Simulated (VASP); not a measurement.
```
Au
1.0
    0.00000     2.00500     2.00500
    2.00500     0.00000     2.00500
    2.00500     2.00500     0.00000
Au
1
Cartesian
  0.00000   0.00000   0.00000
```

All values below come from vdW-DF-cx, VASP's PBE PAW potentials (set 64) (plane waves; VASP 6.6.1). Run with 520 eV cut-off, 15×15×15 Γ-centred mesh, first-order Methfessel-Paxton smearing of 0.10 eV, potentials Au.

Give the stress tensor in GPa (positive for a compressed cell).

```
12.50   0.00   0.00
 0.00  12.50   0.00
 0.00   0.00  12.50
```
The pressure is its mean diagonal, 12.50 GPa.

The compound is Au in the fcc structure. This cell is one point of a volume scan, at 0.94 of the reference volume.
